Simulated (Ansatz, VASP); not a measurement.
**TiO2 (Anatase): VASP beside Ansatz**

One calculation is typed for both programs; each brings its own data sets. How far apart do they land? The cell is taken from a series of runs on this material, whose earlier steps may have relaxed, scaled, displaced or heated it; both programs get it as it stands.

Calculated with Ansatz 0.2.0; plane waves, with VASP 6.6.1 beside it; PBE.

## Step 1: Starting point

Symmetry: I4_1/amd, No. 141, tetragonal system. The conventional cell has a = 3.822 Å, b = 3.822 Å, c = 9.610 Å, α = 90.00°, β = 90.00°, γ = 90.00°. Ti has 6 O at 1.95 to 1.99 Å nearest. O has 3 Ti at 1.95 to 1.99 Å nearest. Farther neighbours and most contacts between anions are not listed.

Coordinates:

```cif
data_structure
_symmetry_space_group_name_H-M 'P 1'
_symmetry_Int_Tables_number 1
_cell_length_a 5.5128
_cell_length_b 5.5128
_cell_length_c 5.5128
_cell_angle_alpha 139.435
_cell_angle_beta 139.435
_cell_angle_gamma 58.713
_cell_volume 70.19
loop_
_atom_site_label
_atom_site_type_symbol
_atom_site_fract_x
_atom_site_fract_y
_atom_site_fract_z
_atom_site_occupancy
Ti1 Ti 0.00000 0.00000 0.00000 1
Ti2 Ti 0.75000 0.25000 0.50000 1
O3 O 0.20757 0.20757 0.00000 1
O4 O 0.95757 0.45757 0.50000 1
O5 O 0.54243 0.04243 0.50000 1
O6 O 0.79243 0.79243 0.00000 1
```

## Step 2: VASP: G0W0 gap, PBE

Quasiparticle shifts depend on high empty states and on the cores, so they are the hardest test of two PAW sets.

Lines of VASP's logs that name or quote its potential files are left out, and so is its time.

The run reads the wave functions of an earlier VASP run, which isn't shown here.

Contents of INCAR:

```
SYSTEM = TiO2
PREC = Accurate
ENCUT = 440
ISMEAR = 0
SIGMA = 0.01
LREAL = .FALSE.
GGA = PE
NBANDS = 288
LASPH = .TRUE.
ALGO = EVGW0
NELMGW = 1
ENCUTGW = 140
NOMEGA = 64
PRECFOCK = Fast
NBANDSGW = 32
LWAVE = .FALSE.
LCHARG = .FALSE.
```

Contents of POSCAR:

```
TiO2
1.0
   -1.9110210000      1.9110210000      4.8048730000
    1.9110210000     -1.9110210000      4.8048730000
    1.9110210000      1.9110210000     -4.8048730000
Ti O
2 4
Direct
    0.0000000000      0.0000000000      0.0000000000
    0.7500000000      0.2500000000      0.5000000000
    0.2075724692      0.2075724692      0.0000000000
    0.9575724692      0.4575724692      0.5000000000
    0.5424275308      0.0424275308      0.5000000000
    0.7924275308      0.7924275308      0.0000000000
```

Contents of KPOINTS:

```
Automatic mesh
0
Gamma
6 6 6
0 0 0
```

The projector-augmented-wave data sets are Ti_sv_GW and O_GW (PBE family, release 64).

On the command line:

```
mpirun -np 16 vasp_std
```

Numbers of over 12 decimals in the logs are rounded to 6 here.

Log:

```text
[banner, memory and clock lines left out]
running   16 mpi-ranks, on    1 nodes
 distrk:  each k-point on   16 cores,    1 groups
 distr:  one band on    1 cores,   16 groups

 POSCAR found type information on POSCAR TiO
 POSCAR found :  2 types and       6 ions
|                                                                             |
|           W    W    AA    RRRRR   N    N  II  N    N   GGGG   !!!           |
|           W    W   A  A   R    R  NN   N  II  NN   N  G    G  !!!           |
|           W    W  A    A  R    R  N N  N  II  N N  N  G       !!!           |
|           W WW W  AAAAAA  RRRRR   N  N N  II  N  N N  G  GGG   !            |
|           WW  WW  A    A  R   R   N   NN  II  N   NN  G    G                |
|           W    W  A    A  R    R  N    N  II  N    N   GGGG   !!!           |
|                                                                             |
|     For optimal performance we recommend to set                             |
|       NCORE = 2 up to number-of-cores-per-socket                            |
|     NCORE specifies how many cores store one orbital (NPAR=cpu/NCORE).      |
|     This setting can greatly improve the performance of VASP for DFT.       |
|     The default, NCORE=1 might be grossly inefficient on modern             |
|     multi-core architectures or massively parallel machines. Do your        |
|     Unfortunately you need to use the default for GW and RPA                |
|     calculations (for HF NCORE is supported but not extensively tested      |
|     yet).                                                                   |
|                                                                             |

|                                                                             |
|           W    W    AA    RRRRR   N    N  II  N    N   GGGG   !!!           |
|           W    W   A  A   R    R  NN   N  II  NN   N  G    G  !!!           |
|           W    W  A    A  R    R  N N  N  II  N N  N  G       !!!           |
|           W WW W  AAAAAA  RRRRR   N  N N  II  N  N N  G  GGG   !            |
|           WW  WW  A    A  R   R   N   NN  II  N   NN  G    G                |
|           W    W  A    A  R    R  N    N  II  N    N   GGGG   !!!           |
|                                                                             |
|     The default for ENCUTGWSOFT is different in this version of VASP.       |
|     please manually set ENCUTGWSOFT =140 in the INCAR file.                 |
|                                                                             |

 LDA part: xc-table for (Slater+PW92), standard interpolation
 found WAVECAR, reading the header
 POSCAR, INCAR and KPOINTS ok, starting setup
 FFT: planning ... GRIDC
 FFT: planning ... GRID_SOFT
 FFT: planning ... GRID
 reading WAVECAR
 the WAVECAR file was read successfully
 initial charge from wavefunction
 available memory per node:     33.80 GB, setting MAXMEM to     34607

 The Fermi energy was updated, please check that it is located mid-gap
 values below the HOMO (VB) or above the LUMO (CB) will cause erroneous energies
 E-fermi :   4.1155

 calculate exact exchange contribution
 the WAVEDER file was read successfully
energies w=
    0.000    0.000    0.921    0.000    1.840    0.000    2.754    0.000
    3.663    0.000    4.563    0.000    5.455    0.000    6.336    0.000
    7.206    0.000    8.064    0.000    8.911    0.000    9.745    0.000
   10.568    0.000   11.380    0.000   12.182    0.000   12.974    0.000
   13.758    0.000   14.535    0.000   15.307    0.000   16.074    0.000
   16.839    0.000   17.602    0.000   18.366    0.000   19.132    0.000
   19.903    0.000   20.680    0.000   21.466    0.000   22.263    0.000
   23.073    0.000   23.899    0.000   24.744    0.000   25.611    0.000
   26.503    0.000   27.425    0.000   28.382    0.000   29.376    0.000
   30.415    0.000   31.504    0.000   32.651    0.000   33.864    0.000
   35.152    0.000   36.526    0.000   37.999    0.000   39.587    0.000
   41.309    0.000   43.184    0.000   45.242    0.000   47.515    0.000
   50.043    0.000   52.877    0.000   56.082    0.000   59.741    0.000
   63.965    0.000   68.897    0.000   74.739    0.000   81.770    0.000
   90.394    0.000  101.220    0.000  115.206    0.000  133.952    0.000
  160.347    0.000  200.203    0.000  267.185    0.000  402.861    0.000
 responsefunction array rank=     288
 LDA part: xc-table for (Slater+PW92), standard interpolation

 min. memory requirement per mpi rank    593.2 MB, per node   9491.3 MB

 allocating   4 responsefunctions rank=   288
 shmem allocating  64 responsefunctions rank=   288
 response function shared by NCSHMEM nodes    1
 Doing            4  frequencies on each core in blocks of           64
NQ=   1    0.0000    0.0000    0.0000,
|.........|.........|.........|.........|.........|.........|.........|.........
 performed       3290000 updates of chi_q(r,r)
 total number of BLAS operations       1904.61 Gflops
NQ=   2    0.1667    0.0000   -0.0000,
|.........|.........|.........|.........|.........|.........|.........|.........
 performed       8828000 updates of chi_q(r,r)
 total number of BLAS operations       5016.31 Gflops
NQ=   3    0.3333   -0.0000    0.0000,
|.........|.........|.........|.........|.........|.........|.........|.........
 performed      14366000 updates of chi_q(r,r)
 total number of BLAS operations       8151.55 Gflops
NQ=   4    0.5000   -0.0000    0.0000,
|.........|.........|.........|.........|.........|.........|.........|.........
 performed      19093000 updates of chi_q(r,r)
 total number of BLAS operations      10827.72 Gflops
NQ=   5    0.1667    0.1667   -0.0000,
|.........|.........|.........|.........|.........|.........|.........|.........
 performed      25074000 updates of chi_q(r,r)
 total number of BLAS operations      14213.35 Gflops
NQ=   6    0.3333    0.1667   -0.0000,
|.........|.........|.........|.........|.........|.........|.........|.........
 performed      31792000 updates of chi_q(r,r)
 total number of BLAS operations      17959.35 Gflops
NQ=   7    0.5000    0.1667   -0.0000,
|.........|.........|.........|.........|.........|.........|.........|.........
 performed      38510000 updates of chi_q(r,r)
 total number of BLAS operations      21705.35 Gflops
NQ=   8   -0.3333    0.1667    0.0000,
|.........|.........|.........|.........|.........|.........|.........|.........
 performed      45228000 updates of chi_q(r,r)
 total number of BLAS operations      25423.03 Gflops
NQ=   9   -0.1667    0.1667    0.0000,
|.........|.........|.........|.........|.........|.........|.........|.........
 performed      49937000 updates of chi_q(r,r)
 total number of BLAS operations      28108.84 Gflops
NQ=  10    0.3333    0.3333    0.0000,
|.........|.........|.........|.........|.........|.........|.........|.........
 performed      55918000 updates of chi_q(r,r)
 total number of BLAS operations      31418.54 Gflops
NQ=  11    0.5000    0.3333    0.0000,
|.........|.........|.........|.........|.........|.........|.........|.........
 performed      62636000 updates of chi_q(r,r)
 total number of BLAS operations      35136.22 Gflops
NQ=  12   -0.3333    0.3333    0.0000,
|.........|.........|.........|.........|.........|.........|.........|.........
 performed      67345000 updates of chi_q(r,r)
 total number of BLAS operations      37663.50 Gflops
NQ=  13    0.5000    0.5000    0.0000,
|.........|.........|.........|.........|.........|.........|.........|.........
 performed      71151000 updates of chi_q(r,r)
 total number of BLAS operations      39753.68 Gflops
NQ=  14    0.1667    0.1667    0.1667,
|.........|.........|.........|.........|.........|.........|.........|.........
 performed      77132000 updates of chi_q(r,r)
 total number of BLAS operations      42914.09 Gflops
NQ=  15    0.3333    0.1667    0.1667,
|.........|.........|.........|.........|.........|.........|.........|.........
 performed      83113000 updates of chi_q(r,r)
 total number of BLAS operations      46099.14 Gflops
NQ=  16   -0.1667    0.1667    0.1667,
|.........|.........|.........|.........|.........|.........|.........|.........
 performed      87803000 updates of chi_q(r,r)
 total number of BLAS operations      48794.52 Gflops
NQ=  17    0.3333    0.3333    0.1667,
|.........|.........|.........|.........|.........|.........|.........|.........
 performed      92272000 updates of chi_q(r,r)
 total number of BLAS operations      51362.81 Gflops
NQ=  18   -0.3333    0.3333    0.1667,
|.........|.........|.........|.........|.........|.........|.........|.........
 performed      97810000 updates of chi_q(r,r)
 total number of BLAS operations      54427.73 Gflops
NQ=  19   -0.1667    0.3333    0.1667,
|.........|.........|.........|.........|.........|.........|.........|.........
 performed     103311000 updates of chi_q(r,r)
 total number of BLAS operations      57565.56 Gflops
NQ=  20    0.5000    0.5000    0.1667,
|.........|.........|.........|.........|.........|.........|.........|.........
 performed     108020000 updates of chi_q(r,r)
 total number of BLAS operations      60231.29 Gflops
NQ=  21   -0.3333    0.5000    0.1667,
|.........|.........|.........|.........|.........|.........|.........|.........
 performed     114738000 updates of chi_q(r,r)
 total number of BLAS operations      64091.66 Gflops
NQ=  22   -0.1667    0.5000    0.1667,
|.........|.........|.........|.........|.........|.........|.........|.........
 performed     120239000 updates of chi_q(r,r)
 total number of BLAS operations      67113.07 Gflops
NQ=  23   -0.3333   -0.3333    0.1667,
|.........|.........|.........|.........|.........|.........|.........|.........
 performed     126220000 updates of chi_q(r,r)
 total number of BLAS operations      70524.21 Gflops
NQ=  24   -0.1667   -0.3333    0.1667,
|.........|.........|.........|.........|.........|.........|.........|.........
 performed     131721000 updates of chi_q(r,r)
 total number of BLAS operations      73638.58 Gflops
NQ=  25   -0.1667   -0.1667    0.1667,
|.........|.........|.........|.........|.........|.........|.........|.........
 performed     135527000 updates of chi_q(r,r)
 total number of BLAS operations      76042.92 Gflops
NQ=  26   -0.3333    0.3333    0.3333,
|.........|.........|.........|.........|.........|.........|.........|.........
 performed     140217000 updates of chi_q(r,r)
 total number of BLAS operations      78618.96 Gflops
NQ=  27    0.5000    0.5000    0.3333,
|.........|.........|.........|.........|.........|.........|.........|.........
 performed     144926000 updates of chi_q(r,r)
 total number of BLAS operations      81244.76 Gflops
NQ=  28   -0.3333    0.5000    0.3333,
|.........|.........|.........|.........|.........|.........|.........|.........
 performed     150427000 updates of chi_q(r,r)
 total number of BLAS operations      84243.14 Gflops
NQ=  29   -0.3333   -0.3333    0.3333,
|.........|.........|.........|.........|.........|.........|.........|.........
 performed     154233000 updates of chi_q(r,r)
 total number of BLAS operations      86381.47 Gflops
NQ=  30    0.5000    0.5000    0.5000,
|.........|.........|.........|.........|.........|.........|.........|.........
 performed     157523000 updates of chi_q(r,r)
 total number of BLAS operations      88026.53 Gflops
 resolving degeneracies of screened two electron integrals

 calculate QP shifts <psi_nk| G(iteration)W_0 |psi_nk>: iteration 1
 entering main loop
```

Parts of OUTCAR (step 2):

```text
ion  position               nearest neighbor table
   1  0.000  0.000  0.000-   4 1.95   5 1.95   5 1.95   4 1.95   3 1.99   6 1.99
   2  0.750  0.250  0.500-   3 1.95   6 1.95   6 1.95   3 1.95   4 1.99   5 1.99
   3  0.208  0.208  0.000-   2 1.95   2 1.95   1 1.99
   4  0.958  0.458  0.500-   1 1.95   1 1.95   2 1.99
   5  0.542  0.042  0.500-   1 1.95   1 1.95   2 1.99
   6  0.792  0.792  0.000-   2 1.95   2 1.95   1 1.99

  LATTYP: Found a body centered tetragonal cell.
 ALAT       =     3.8220420000
 C/A-ratio  =     2.5142962846

 Subroutine GETGRP returns: Found 16 space group operations
 (whereof  8 operations were pure point group operations)

The static configuration has the point symmetry D_2d.
 The point group associated with its full space group is D_4h.

 Found     30 irreducible k-points:

   k-points           NKPTS =     30   k-points in BZ     NKDIM =    216   number of bands    NBANDS=    288

   dimension x,y,z NGX =    40 NGY =   40 NGZ =   40
   dimension x,y,z NGXF=    80 NGYF=   80 NGZF=   80

   ENCUT  =  440.0 eV  32.34 Ry    5.69 a.u.   9.43  9.43  9.43*2*pi/ulx,y,z

   NELECT =      48.0000    total number of electrons

  energy-cutoff  :      440.00
  volume of cell :       70.19
      direct lattice vectors                 reciprocal lattice vectors
    -1.911021000  1.911021000  4.804873000     0.000000000  0.261640244  0.104061023
     1.911021000 -1.911021000  4.804873000     0.261640244  0.000000000  0.104061023
     1.911021000  1.911021000 -4.804873000     0.261640244  0.261640244  0.000000000

 k-points in reciprocal lattice and weights: Automatic mesh
   0.00000000  0.00000000  0.00000000       0.005
   0.16666667  0.00000000 -0.00000000       0.037
   0.33333333 -0.00000000  0.00000000       0.037
   0.50000000 -0.00000000  0.00000000       0.019
   0.16666667  0.16666667 -0.00000000       0.037
   0.33333333  0.16666667 -0.00000000       0.074
   0.50000000  0.16666667 -0.00000000       0.074
  -0.33333333  0.16666667  0.00000000       0.074
  -0.16666667  0.16666667  0.00000000       0.019
[...]
-0.33333333 -0.33333333  0.33333333       0.009
   0.50000000  0.50000000  0.50000000       0.005

 E-fermi :   4.1155

 QP shifts <psi_nk| G(iteration)W_0 |psi_nk>: iteration 1
 for sc-GW calculations column KS-energies equals QP-energies in previous step
 and V_xc(KS)=  KS-energies - (<T + V_ion + V_H > + <T+V_H+V_ion>^1  + <V_x>^1)
 k-point   1 :       0.0000    0.0000    0.0000
  band No.  KS-energies  QP-energies   sigma(KS)   V_xc(KS)     V^pw_x(r,r')   Z            occupation Imag(sigma)
    ...
     21       2.3350       2.1043     -20.8144     -20.4930     -24.7718       0.7177       2.0000       0.2674
     22       2.3436       2.0687     -20.4354     -20.0475     -24.7361       0.7087       2.0000       0.3001
     23       2.6666       2.3538     -19.6881     -19.2394     -24.2182       0.6971       2.0000       0.3243
     24       2.6666       2.3538     -19.6881     -19.2394     -24.2182       0.6971       2.0000       0.3243
     25       5.1701       6.4063     -17.1061     -18.8244     -11.0683       0.7194       0.0000      -0.2986
     26       5.8710       7.2267     -17.9542     -19.8853     -11.1869       0.7020       0.0000      -0.3653
     27       6.9758       8.2441     -18.6008     -20.4635     -11.9515       0.6809       0.0000      -0.4233
     28       6.9758       8.2441     -18.6008     -20.4635     -11.9515       0.6809       0.0000      -0.4233
    ...

 k-point   2 :       0.1667    0.0000   -0.0000
  band No.  KS-energies  QP-energies   sigma(KS)   V_xc(KS)     V^pw_x(r,r')   Z            occupation Imag(sigma)
    ...
     21       2.1377       1.8562     -19.6122     -19.2113     -23.7382       0.7021       2.0000       0.3185
     22       2.3570       2.0443     -20.0343     -19.5901     -24.4655       0.7040       2.0000       0.3160
     23       2.3821       2.1315     -20.3618     -20.0099     -24.3992       0.7119       2.0000       0.2832
     24       2.6655       2.3459     -19.9387     -19.4845     -24.4188       0.7036       2.0000       0.3116
     25       5.7017       6.9203     -17.7944     -19.5139     -12.0058       0.7087       0.0000      -0.3093
     26       5.9791       7.3188     -17.9699     -19.8839     -11.2328       0.6999       0.0000      -0.3687
     27       6.4546       7.8100     -18.4344     -20.3903     -11.8783       0.6930       0.0000      -0.3715
     28       6.6782       8.0297     -18.6549     -20.6360     -12.0294       0.6822       0.0000      -0.3945
    ...

 k-point   3 :       0.3333   -0.0000    0.0000
  band No.  KS-energies  QP-energies   sigma(KS)   V_xc(KS)     V^pw_x(r,r')   Z            occupation Imag(sigma)
    ...
     21       1.5212       1.2088     -18.6444     -18.1938     -22.8172       0.6933       2.0000       0.3793
     22       2.2809       2.0004     -20.8733     -20.4828     -25.0596       0.7182       2.0000       0.2757
     23       2.2916       1.9240     -19.1976     -18.6678     -23.8285       0.6938       2.0000       0.3532
     24       2.5292       2.2101     -20.2335     -19.7843     -24.6599       0.7102       2.0000       0.3013
     25       6.1014       7.4129     -17.9162     -19.7937     -11.2243       0.6986       0.0000      -0.3723
     26       6.3768       7.7605     -18.4855     -20.4640     -11.9568       0.6994       0.0000      -0.3690
     27       6.5300       7.7973     -18.5339     -20.3875     -12.1548       0.6837       0.0000      -0.3846
     28       6.5950       7.9600     -18.6094     -20.6085     -11.8614       0.6828       0.0000      -0.3990
    ...

 k-point   4 :       0.5000   -0.0000    0.0000
  band No.  KS-energies  QP-energies   sigma(KS)   V_xc(KS)     V^pw_x(r,r')   Z            occupation Imag(sigma)
    ...
     21       1.2228       0.8812     -18.4699     -17.9747     -22.8310       0.6898       2.0000       0.4151
     22       2.2109       1.8222     -18.9505     -18.3890     -23.6213       0.6922       2.0000       0.3649
     23       2.2512       1.9526     -20.9347     -20.5187     -25.2069       0.7176       2.0000       0.2778
     24       2.4753       2.1507     -20.2272     -19.7683     -24.7395       0.7073       2.0000       0.3077
     25       6.2373       7.5539     -17.9889     -19.8812     -11.1907       0.6958       0.0000      -0.3847
     26       6.5480       7.8612     -18.4015     -20.3127     -11.8518       0.6871       0.0000      -0.3870
     27       6.5480       7.8612     -18.4015     -20.3127     -11.8518       0.6871       0.0000      -0.3870
     28       6.6350       8.0144     -18.7899     -20.8248     -11.8801       0.6779       0.0000      -0.4119
    ...

[... 4 further parts left out ...]
```

(Part 1 of 2 ends here.)

[Lines on the potential files, build, host, timing and source positions are cut from VASP's logs without a mark.]

[Logs are printed without paths, hosts, clocks, repeated set-up lines and the standing remarks that a program may print on its own settings, such as how far it seeks lower states.]

[Hosts, paths, dates, database ids (printed as entryN), source tags and the programs' standing remarks are cut or masked in the printed files.]
